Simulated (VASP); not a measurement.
Input:

```yaml
crystal:
  lattice:
    - [0.00000, 2.02852, 2.02852]
    - [2.02852, 0.00000, 2.02852]
    - [2.02852, 2.02852, 0.00000]
  atoms:
    - { symbol: Li, position: [0.00000, 0.00000, 0.00000] }
    - { symbol: F, position: [0.50000, 0.50000, 0.50000] }
```

These are PBE GGA, VASP's PBE PAW potentials (set 64) (plane waves; VASP 6.6.1) values and carry that method's errors. Settings: PREC = Normal, EDIFF = 1E-5, 450 eV cut-off, 12×12×12 Γ-centred mesh, Gaussian smearing of 0.050 eV, potentials Li_sv F.

At this cut-off the stress carries a Pulay error, which pulls relaxed volumes low.

Q: Give the stress tensor in GPa (positive for a compressed cell).

A: 
```
-2.96   0.00   0.00
 0.00  -2.96   0.00
 0.00   0.00  -2.96
```
The pressure is its mean diagonal, -2.96 GPa.

The compound is LiF in the rock salt structure. It was relaxed first.
